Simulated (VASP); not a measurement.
Calculation: rev-vdW-DF2, VASP's PBE PAW potentials (set 64) (plane waves; VASP).

The input files of a VASP run:

INCAR:
```
SYSTEM=Al3Sc
PREC=Accurate; ENCUT=520; LREAL=.False.
LASPH=.True.
EDIFF=1E-7; NELM=100; ALGO=Normal
LMAXMIX=4
ISMEAR=1; SIGMA=0.1
GGA=MK; LUSE_VDW=.True.; AGGAC=0.0
PARAM1=0.1234568; PARAM2=0.7114; ZAB_VDW=-1.8867
ISIF=2
LWAVE=.False.; LCHARG=.False.
```

### POSCAR
```
Al3Sc
1
    4.0068263901     0.0000000000     0.0000000000
    0.0000000000     4.0068263901     0.0000000000
    0.0000000000     0.0000000000     4.0068263901
Sc Al
1 3
Direct
  0.0000000000   0.0000000000   0.0000000000
  0.0000000000   0.5000000000   0.5000000000
  0.5000000000   0.0000000000   0.5000000000
  0.5000000000   0.5000000000   0.0000000000
```

### KPOINTS
```
kpoints
0
G
  8 8 8
0 0 0
```

POTCAR, in this order: Sc_sv Al (PBE.64 set). Program: vasp_std.

Question: What will the output report for the number of irreducible k-points (NKPTS), largest plane-wave count, number of space-group operations, FFT grid (NGX, NGY, NGZ)?

Answer: 
| Item | Value |
|---|---|
| number of irreducible k-points (NKPTS) | 35 |
| largest plane-wave count | 1751 |
| number of space-group operations | 48 |
| FFT grid (NGX, NGY, NGZ) | 30 × 30 × 30 |

The compound is Al3Sc in the L1_2 structure. This cell is one point of a volume scan, at 0.94 of the reference volume.
